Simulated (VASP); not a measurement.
OSZICAR of a VASP run on Y₂Tc (space group Fd-3m):

### OSZICAR
```
       N       E                     dE             d eps       ncg     rms          rms(c)
DAV:   1     0.459812104601E+03    0.45981E+03   -0.28288E+04   392   0.105E+03
DAV:   2    -0.272796119342E+00   -0.46008E+03   -0.45245E+03   374   0.339E+02
DAV:   3    -0.347935905844E+02   -0.34521E+02   -0.33651E+02   600   0.647E+01
DAV:   4    -0.377473926596E+02   -0.29538E+01   -0.29049E+01   544   0.167E+01
DAV:   5    -0.378758386735E+02   -0.12845E+00   -0.12737E+00   512   0.307E+00    0.446E+01
DAV:   6    -0.401838789027E+02   -0.23080E+01   -0.35447E+01   432   0.143E+01    0.183E+01
DAV:   7    -0.443048251767E+02   -0.41209E+01   -0.14871E+02   478   0.192E+01    0.619E+01
DAV:   8    -0.377104953043E+02    0.65943E+01   -0.16436E+01   476   0.733E+00    0.239E+01
DAV:   9    -0.358024145347E+02    0.19081E+01   -0.13052E+01   456   0.647E+00    0.267E+00
DAV:  10    -0.358055345667E+02   -0.31200E-02   -0.63687E-01   502   0.159E+00    0.245E+00
DAV:  11    -0.357855796769E+02    0.19955E-01   -0.17182E-01   448   0.135E+00    0.556E-01
DAV:  12    -0.357837115205E+02    0.18682E-02   -0.35516E-02   528   0.452E-01    0.355E-01
DAV:  13    -0.357830525675E+02    0.65895E-03   -0.85679E-03   470   0.303E-01    0.137E-01
DAV:  14    -0.357829778388E+02    0.74729E-04   -0.45844E-04   432   0.586E-02    0.437E-02
DAV:  15    -0.357829748015E+02    0.30373E-05   -0.82832E-05   488   0.269E-02    0.143E-02
DAV:  16    -0.357829733983E+02    0.14032E-05   -0.55845E-06   368   0.775E-03    0.542E-03
DAV:  17    -0.357829735665E+02   -0.16823E-06   -0.32397E-06   286   0.566E-03
   1 F= -.35782974E+02 E0= -.35508319E+02  d E =-.549310E+00
```

Q: Which electronic solver shows in the log?

A: It is blocked Davidson (ALGO = Normal, or the opening steps of other solvers). The INCAR had ALGO = Normal.

Q: Can the final energy be trusted as converged?

A: The calculation finished and met its thresholds. It stopped with EDIFF = 1E-6, NELM = 100 (PBE GGA, plane waves, VASP's PBE PAW potentials (set 64)).

The structure was generated: Y2Tc was put into an ordered model structure, which need not be its known phase. The cell was not relaxed at this level. The k-mesh is coarse (spacing up to 0.38 per Å, 2π included), so the numbers may not be converged in it.
